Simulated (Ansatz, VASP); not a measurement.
# Cross-check of Sn between VASP and Ansatz

Aim: how closely do two programs agree when they are given the same cell, functional and k mesh? Of the first pair: The structure shown is the end of the Ansatz relaxation below.

Method: plane waves, with VASP 6.6.1 beside it; single point at PBEsol and zone-centre phonons at PBEsol, in Ansatz 0.2.0.

### Step 1. Starting point

Symmetry: Imma, No. 74, orthorhombic system. The conventional cell has a = 4.615 Å, b = 4.810 Å, c = 6.412 Å, α = 90.00°, β = 90.00°, γ = 90.00°. Nearest to Sn lie 4 Sn at 2.84 to 2.86 Å.

### Step 2. Ansatz: relaxation, PBEsol

Ansatz runs on its PAW soft_1 files.

This run makes the geometry at which the two programs are then compared.

File input.yaml:

```yaml
crystal:
  lattice:
    - [0.068641072, 3.3324577112, 3.2226771938]
    - [3.3324577112, 0.068641072, 3.2226771938]
    - [3.4010987831, 3.4010987831, -1.0e-10]
  atoms:
    - { symbol: Sn, position: [0.5028319683, 0.5028319683, 0.4971680317] }
    - { symbol: Sn, position: [0.7471680317, 0.7471680317, 0.7528319683] }
  conventional_axes: [[0, 0, 1], [1, -1, 0], [1, 1, -1]]
kpoints:
  mp_grid: { grid: [12, 12, 12] }
hamiltonian:
  xc: pbesol
  pseudopotentials: { kind: paw, azcp: { folder: soft_1 }, xc_functional: pbe }
scf:
  occupations: { method: methfessel_paxton, width: 0.2 }
output:
  forces: true
  stress: true
  eigenvalues: true
relax:
  adjacent_minimum: "off"
  f_tol: 0.001
  max_steps: 60
  cell: { stress_tol: 0.01, fix: [a, angles] }
```

Launch:

```sh
$ ansatz run input.yaml --threads 4 --pin off --max-ram 10240MiB --backend cpu --events-out ev --progress --plain --runs-dir out
```

Numbers of over 12 decimals in the logs are rounded to 6 here.

The program printed:

```text
Engine: ansatz 0.2.0, x86_64-unknown-linux-gnu
Pseudopotentials: kind: paw
Pseudopotential: Sn, paw, valence charge 14, recommended cutoff 420 eV (normal), soft_1/Sn.paw.azcp
Functional definition: PBEsol
  exchange = pbesol_x
  correlation = pbesol_c
Crystal: 2 atoms, lattice volume = 71.547 Å³
Basis set: ecut = 420 eV, 1417 PW (Γ), exchange–correlation on 64×64×72 points (8 copies of the dense FFT grid, shifted against one another)
Bands: 18, of which v1, the nominal top of the filled ones, is band 14 counted from 1 (13 counted from 0)
Symmetry: 8 space group operations
Space group: Imma (ITA 74), of the structure as read, at distance tolerance 4.2e-5 Å
k-points: 280 of 1728
Non-local potential: Sn, projectors of the file, l = 0: 2, l = 1: 2, l = 2: 2, l = 3: 1
PAW form: soft (Blöchl's): semilocal exchange-correlation on the pseudo side does not see the compensation charge
PAW frozen core: Sn, regenerated for the run's functional, and the local potential with it (the file was generated under x = pbe(κ = 0.804, μ = 0.219515), c = pbe(β = 0.066725))
PAW one-centre angular grid: Sn, 590 points (default); XC on 64 Gauss nodes
Initial density: superposition of atomic densities (chi_scale 0.1, normalization cell)
Initial wavefunctions: pseudopotential atomic-orbital guess
Functional: x = pbesol(κ = 0.804, μ = 0.123457), c = pbesol(β = 0.046)
SCF iter   1: F=—  HF=-11899.694214 eV  |F-HF|=—  |Δ(HF+E_count)|=         —  Δρ=2.05e-2  dr2=3.20e-1  ethr=3.10e-3  ⟨swp⟩=5.5  Hψ=26198  notcnv=0
preconditioner: auto → Kerker (q_TF=auto, 2.333 Å⁻¹)  [metal: Δε(μ)=0.029 eV  Ē_g=19.775 eV  σ=0.200 eV  W_gap=0.12  n_scr=14 (ndim 8)  ℏωp=23.2 eV  f_vac=0.011  D(μ)=0.15/eV (n_scr^D=0)]
SCF iter   2: F=—  HF=-11899.654643 eV  |F-HF|=—  |Δ(HF+E_count)|=   3.96e-2  S|Δr|=    0.00e0  Δρ=1.34e-2  dr2=1.53e-1  ethr=1.14e-3  ⟨swp⟩=1.0  Hψ=7282  notcnv=0
SCF iter   3: F=—  HF=-11899.625141 eV  |F-HF|=—  |Δ(HF+E_count)|=   2.95e-2  S|Δr|=    0.00e0  Δρ=2.45e-3  dr2=1.24e-2  ethr=5.48e-4  ⟨swp⟩=1.0  Hψ=5040  notcnv=0
SCF iter   4: F=—  HF=-11899.625888 eV  |F-HF|=—  |Δ(HF+E_count)|=   7.47e-4  S|Δr|=    0.00e0  Δρ=1.33e-3  dr2=2.58e-3  ethr=4.43e-5  ⟨swp⟩=2.0  Hψ=6128  notcnv=0
SCF iter   5: F=—  HF=-11899.627045 eV  |F-HF|=—  |Δ(HF+E_count)|=   1.16e-3  S|Δr|=    0.00e0  Δρ=2.87e-4  dr2=7.88e-5  ethr=9.20e-6  ⟨swp⟩=2.0  Hψ=6167  notcnv=0
SCF iter   6: F=—  HF=-11899.627126 eV  |F-HF|=—  |Δ(HF+E_count)|=   8.06e-5  S|Δr|=    0.00e0  Δρ=5.64e-5  dr2=1.78e-6  ethr=2.81e-7  ⟨swp⟩=2.1  Hψ=6417  notcnv=0
SCF iter   7: F=—  HF=-11899.627133 eV  |F-HF|=—  |Δ(HF+E_count)|=   7.42e-6  S|Δr|=    0.00e0  Δρ=1.23e-5  dr2=1.25e-7  ethr=6.36e-9  ⟨swp⟩=2.1  Hψ=6411  notcnv=0
SCF iter   8: F=-11899.627133 eV  HF=-11899.627133 eV  |F-HF|=8.00e-9  |Δ(HF+E_count)|=   2.66e-7  S|Δr|=    0.00e0  Δρ=4.29e-6  dr2=1.85e-8  ethr=3.57e-10  ⟨swp⟩=7.0  Hψ=24826  notcnv=0
SCF 1 converged in 8 iterations: F = -11899.627133 eV  dr2 = 1.85e-8
  greatest PAW one-centre occupation: 0.991 electrons in one spin orbital (limit 2), on the Sn atom at site 1 (counted from 0), in its partial waves of l = 2
relax step   1: F+E_penalty+E_count = -11899.62713328 eV  Δ(F+E_penalty+E_count) = +0.000e0 eV  max|allowed force component| = 6.850e-2 eV/Å  Δτ_max = 0.0000 Å  P = -0.893 GPa  Ω = 71.547 Å³  fix = [a, alpha, beta, gamma]  reactions: a -2.426 GPa  (8 SCF iters, dr2 threshold 1.00e-7 eV, accepted)
[...]
relax step   3: F+E_penalty+E_count = -11899.62775313 eV  Δ(F+E_penalty+E_count) = -6.199e-4 eV  max|allowed force component| = 6.536e-3 eV/Å  Δτ_max = 0.0051 Å  P = -0.794 GPa  Ω = 71.326 Å³  energy of the carried Pulay correction = +8.935e-6 eV  fix = [a, alpha, beta, gamma]  reactions: a -2.210 GPa  (10 SCF iters, accepted)
[...]
relax step   4: F+E_penalty+E_count = -11899.62784183 eV  Δ(F+E_penalty+E_count) = -8.870e-5 eV  max|allowed force component| = 7.275e-4 eV/Å  Δτ_max = 0.0006 Å  P = -0.716 GPa  Ω = 71.175 Å³  energy of the carried Pulay correction = +1.509e-5 eV  fix = [a, alpha, beta, gamma]  reactions: a -2.130 GPa  (4 SCF iters, dr2 threshold 4.74e-8 eV, accepted)
[...]
relax step   5: F+E_penalty+E_count = -11899.62784406 eV  Δ(F+E_penalty+E_count) = -2.229e-6 eV  max|allowed force component| = 1.010e-5 eV/Å  Δτ_max = 0.0001 Å  P = -0.708 GPa  Ω = 71.159 Å³  energy of the carried Pulay correction = +1.572e-5 eV  fix = [a, alpha, beta, gamma]  reactions: a -2.123 GPa  (5 SCF iters, dr2 threshold 7.50e-10 eV, accepted)
[...]
relax step   6: F+E_penalty+E_count = -11899.62782905 eV  Δ(F+E_penalty+E_count) = +1.501e-5 eV  max|allowed force component| = 1.031e-5 eV/Å  Δτ_max = 0.0000 Å  P = -0.708 GPa  Ω = 71.159 Å³  fix = [a, alpha, beta, gamma]  reactions: a -2.123 GPa  stress off target by 1.46e-3 GPa on what of the cell is left free  SCF on the basis re-selected at this cell (its energy is not comparable with the rows above)  (5 SCF iters)
basis re-selected at this cell: Δ(F+E_penalty+E_count) = +1.501e-5 eV, ΔP = -0.000 GPa vs the last step (what re-selecting the basis moved, of the pressure what is left beyond the Pulay correction that the steps carried, after the strain that the cell walked since its last selection, with what the two solves' SCF thresholds leave and, on support functions, any second-order correction that the steps lacked; it is no m [...]
SCF converged after 5 iterations
Stability not checked: this state was not tested for a lower state beside it, because cold or Methfessel-Paxton smearing, or corrected tetrahedra, fill the levels in a way that the test cannot read (fill_not_monotonic; see scf.lower_state_search)
Free energy (F): -11899.627829 eV
Harris-Foulkes:  -11899.627829 eV  (|F-HF|=0.00e0)
Internal energy: -11899.628223 eV  (E = F + TS)
E sigma→0 (E₀):  -11899.627927 eV
Entropy (-TS):   0.000393 eV (0.197 meV/atom)
Fermi energy:    7.221629 eV
--- Per-component energies (eV) ---
  E_band       = -261.835990
  E_kinetic    = 336.257779
  E_local      = -2670.268239  (includes V_loc(G=0)·N_el)
  E_nonlocal   = 293.729248
  E_hartree    = 1293.403071
  E_xc         = -248.683353
  E_vxc        = -159.927877  (∫ρ·V_xc dr)
  E_paw        = -8592.521711  (= ΣΔE_a)
  E_vpaw       = -648.433604  (= ΣTr[D̂ρ^β])
  E_aug_tail   = 0.000581  (compensation charges beyond the density's cutoff)
  E_ewald      = -2312.115279
  E_core_change = 0.569679  (= ΣΔE_core)
  E_smearing   = 0.000393  (= −TS)
  E_closure    = 0.000000  (closes the sum)
  Σ components = -11899.627829   (vs F -11899.627829, Δ=0.00e0)
--- Forces (eV/Å), atoms counted from 1 ---
  atom   1  Sn    -0.00000000    -0.00000000    -0.00001031
  atom   2  Sn     0.00000000     0.00000000     0.00001031
  max |Σ_I F_I| component: 1.39e-17 eV/Å
--- Stress (GPa, compression-positive) ---
       -1.061461      -1.061860       0.000000
       -1.061860      -1.061461       0.000000
        0.000000       0.000000      -0.001462
  P = ⅓ Tr σ = -0.7081 GPa (-7.081 kbar)
--- Band table (eV; the first three rows and the last of 280) ---
  k-point 0: bands = [... 10 lower, -3.1383, 6.2064, 7.0871, 7.3856, 7.4545, 9.3056, 9.3119, 9.5429]
  k-point 1: bands = [... 10 lower, -3.0757, 5.4268, 7.2085, 7.2510, 7.6200, 9.4003, 9.6330, 9.7018]
  k-point 2: bands = [... 10 lower, -2.8907, 4.2570, 6.9571, 6.9652, 7.7278, 9.7324, 10.0320, 10.4705]
  k-point 279: bands = [... 10 lower, -0.1643, -0.0197, 4.5733, 4.9486, 7.6141, 8.1447, 14.5764, 14.8310]
--- Relaxed structure (5 steps of the walk, 4 accepted, 1 SCFs on fresh bases) ---
  F+E_penalty+E_count = -11899.62782905 eV   max|allowed force component| = 1.031e-5 eV/Å   (the final SCF, on the basis selected at the relaxed cell)
  cell:  # Å, volume = 71.1594 Å³
    - [0.069009, 3.332090, 3.205940]
    - [3.332090, 0.069009, 3.205940]
    - [3.4010987831, 3.4010987831, -1.027681539240108e-10]
  atoms:
    - { symbol: Sn, position: [0.503689, 0.503689, 0.496311] }
    - { symbol: Sn, position: [0.746311, 0.746311, 0.753689] }
```

The column dr2 measures how far the density is from self-consistency, as an energy; F and HF (Harris–Foulkes) agree once it is small.

### Step 3. VASP: single point, PBEsol

The same cell, functional, mesh and smearing now go to VASP, with its own data sets.

Lines of VASP's logs that name or quote its potential files are left out, and so is its time.

File INCAR:

```
SYSTEM = Sn
PREC = Accurate
ENCUT = 500
EDIFF = 1E-06
NELM = 120
ISMEAR = 1
SIGMA = 0.2
LREAL = .FALSE.
ALGO = Normal
GGA = PS
NBANDS = 20
LORBIT = 11
LWAVE = .FALSE.
LCHARG = .FALSE.
ISIF = 2
LASPH = .TRUE.
GGA_COMPAT = .FALSE.
KPAR = 2
```

File POSCAR:

```
Sn
1.0
    0.0690089300      3.3320898532      3.2059404978
    3.3320898532      0.0690089300      3.2059404978
    3.4010987831      3.4010987831     -0.0000000001
Sn
2
Direct
    0.5036893121      0.5036893121      0.4963106879
    0.7463106879      0.7463106879      0.7536893121
```

File KPOINTS:

```
Automatic mesh
0
Gamma
12 12 12
0 0 0
```

PAW data sets: Sn_d (PBE family, release 64).

Launch:

```sh
$ mpirun -np 2 vasp_std
```

The program printed:

```text
[banner, memory and clock lines left out]
running    2 mpi-ranks, on    1 nodes
 distrk:  each k-point on    1 cores,    2 groups
 distr:  one band on    1 cores,    1 groups

 POSCAR found type information on POSCAR Sn
 POSCAR found :  1 types and       2 ions
|                                                                             |
|               ----> ADVICE to this user running VASP <----                  |
|                                                                             |
|     You enforced a specific xc type in the INCAR file but a different       |
|     [... a line on the potential file left out ...]
|     I HOPE YOU KNOW WHAT YOU ARE DOING!                                     |
|                                                                             |

 LDA part: xc-table for (Slater+PW92), standard interpolation
 POSCAR, INCAR and KPOINTS ok, starting setup
 FFT: planning ... GRIDC
 FFT: planning ... GRID_SOFT
 FFT: planning ... GRID
 WAVECAR not read
 entering main loop
       N       E                     dE             d eps       ncg     rms          rms(c)
DAV:   1     0.220768250305E+03    0.22077E+03   -0.14714E+04 11272   0.196E+03
DAV:   2     0.148574511181E+02   -0.20591E+03   -0.20223E+03 11228   0.439E+02
DAV:   3    -0.778870211860E+01   -0.22646E+02   -0.22503E+02 12848   0.142E+02
DAV:   4    -0.851549655038E+01   -0.72679E+00   -0.72639E+00 12704   0.287E+01
DAV:   5    -0.854082488911E+01   -0.25328E-01   -0.25328E-01 15464   0.523E+00    0.307E+00
DAV:   6    -0.847634113891E+01    0.64484E-01   -0.43210E-02 15112   0.276E+00    0.174E+00
DAV:   7    -0.844558851747E+01    0.30753E-01   -0.52254E-02 12468   0.258E+00    0.165E-01
DAV:   8    -0.844645430004E+01   -0.86578E-03   -0.70470E-03 12284   0.101E+00    0.554E-02
DAV:   9    -0.844670925140E+01   -0.25495E-03   -0.34706E-04 14160   0.138E-01    0.149E-02
DAV:  10    -0.844672842229E+01   -0.19171E-04   -0.29598E-05 13004   0.519E-02    0.539E-03
DAV:  11    -0.844673074386E+01   -0.23216E-05   -0.41104E-06  9900   0.147E-02    0.170E-03
DAV:  12    -0.844673076504E+01   -0.21174E-07   -0.64920E-07  8940   0.943E-03
   1 F= -.84467308E+01 E0= -.84468626E+01  d E =0.395432E-03
```

Parts of OUTCAR (step 3):

```text
ion  position               nearest neighbor table
   1  0.504  0.504  0.496-   2 2.84   2 2.84   2 2.86   2 2.86
   2  0.746  0.746  0.754-   1 2.84   1 2.84   1 2.86   1 2.86

  LATTYP: Found a body centered orthorhombic cell.
 ALAT       =     4.6146932967
 B/A-ratio  =     1.0422967935
 C/A-ratio  =     1.3894490020

 Subroutine GETGRP returns: Found  8 space group operations
 (whereof  4 operations were pure point group operations)

The static configuration has the point symmetry C_2v.
 The point group associated with its full space group is D_2h.

 Found    280 irreducible k-points:

   k-points           NKPTS =    280   k-points in BZ     NKDIM =    280   number of bands    NBANDS=     20

   dimension x,y,z NGX =    36 NGY =   36 NGZ =   36
   dimension x,y,z NGXF=    72 NGYF=   72 NGZF=   72

   ENCUT  =  500.0 eV  36.75 Ry    6.06 a.u.   8.43  8.43  8.77*2*pi/ulx,y,z

   NELECT =      28.0000    total number of electrons

 k-points in reciprocal lattice and weights: Automatic mesh
   0.00000000  0.00000000  0.00000000       0.001
   0.08333333  0.00000000  0.00000000       0.002
   0.16666667  0.00000000  0.00000000       0.002
   0.25000000  0.00000000  0.00000000       0.002
   0.33333333  0.00000000  0.00000000       0.002
   0.41666667  0.00000000  0.00000000       0.002
   0.50000000  0.00000000  0.00000000       0.001
   0.08333333  0.08333333  0.00000000       0.001
   0.16666667  0.08333333  0.00000000       0.002
[...]
0.25000000  0.25000000  0.50000000       0.001
  -0.25000000  0.25000000  0.50000000       0.001

 average (electrostatic) potential at core
       1-101.6920       2-101.6920

 E-fermi :   5.0684

 k-point     1 :       0.0000    0.0000    0.0000
  band No.  band energies     occupation
    ...
      9     -16.1070      2.00000
     10     -16.1063      2.00000
     11      -5.2919      2.00000
     12       4.0547      2.00000
     13       4.9328      1.90392
     14       5.2320      0.01081
     15       5.3004     -0.06952
     16       7.1535     -0.00000
     17       7.1604     -0.00000
     18       7.3907     -0.00000
    ...

 k-point     2 :       0.0833    0.0000    0.0000
  band No.  band energies     occupation
    ...
     10     -16.0965      2.00000
     11      -5.2250      2.00000
     12       3.4026      2.00000
     13       4.7981      2.06677
     14       5.1214      0.56835
     15       5.4584     -0.01872
     16       7.3335     -0.00000
     17       7.4016     -0.00000
     18       7.5698     -0.00000
     19      10.3306      0.00000
    ...

 k-point     3 :       0.1667    0.0000    0.0000
  band No.  band energies     occupation
    ...
     10     -16.0836      2.00000
     11      -5.0273      2.00000
     12       2.2740      2.00000
     13       4.5052      2.00050
     14       4.8230      2.07091
     15       5.3941     -0.04347
     16       7.6996     -0.00000
     17       7.8017     -0.00000
     18       8.3211     -0.00000
     19      11.1097      0.00000
    ...

  Total       -0.4939806     -0.4939806     -0.0223206     -0.4719701      0.0000000      0.0000000
  in kB      -11.1221287    -11.1221287     -0.5025545    -10.6265560      0.0000000      0.0000000
  external PRESSURE =      -7.5822707 kB  Pullay stress =       0.0000000 kB

  energy-cutoff  :      500.00
  volume of cell :       71.16
      direct lattice vectors                 reciprocal lattice vectors
     0.069008930  3.332089853  3.205940498    -0.153229421  0.153229421  0.155960474
     3.332089853  0.069008930  3.205940498     0.153229421 -0.153229421  0.155960474
     3.401098783  3.401098783 -0.000000000     0.147011314  0.147011314 -0.155960474

 POSITION                                       TOTAL-FORCE (eV/Angst)
 -----------------------------------------------------------------------------------
      3.40110      3.40110      3.22960        -0.000000     -0.000000     -0.001493
      5.10165      5.10165      4.78526         0.000000      0.000000      0.001493
 -----------------------------------------------------------------------------------
    total drift:                               -0.000000     -0.000000      0.000000

  FREE ENERGIE OF THE ION-ELECTRON SYSTEM (eV)
  ---------------------------------------------------
  free  energy   TOTEN  =        -8.4467307650 eV

  energy  without entropy=       -8.4471261972  energy(sigma->0) =       -8.44686258

 total charge
# of ion       s       p       d       tot
------------------------------------------
    1        1.170   1.167   9.966  12.303
    2        1.170   1.167   9.966  12.303
--------------------------------------------------
tot          2.340   2.335  19.932  24.606

[... 3 further parts left out ...]
```

The run ends at a pressure of -0.76 GPa, with forces up to 0.0015 eV/Å.

### Step 4. Side by side

Known differences besides the potentials themselves: the cutoff is 420 eV in Ansatz and 500 eV in VASP; Ansatz makes its cores anew for this functional, VASP keeps those of its PBE data sets; Ansatz's pressure holds a Pulay correction, VASP's none. Total energies have different zeros and are not compared.

Compared:

```
      quantity  Ansatz   VASP  difference
pressure (GPa)   -0.71  -0.76       +0.05
```

(Part 1 of 2 ends here.)

[Lines on the potential files, build, host, timing and source positions are cut from VASP's logs without a mark.]

[Logs are printed without paths, hosts, clocks, repeated set-up lines and the standing remarks that a program may print on its own settings, such as how far it seeks lower states.]

[Hosts, paths, dates, database ids (printed as entryN), source tags and the programs' standing remarks are cut or masked in the printed files.]
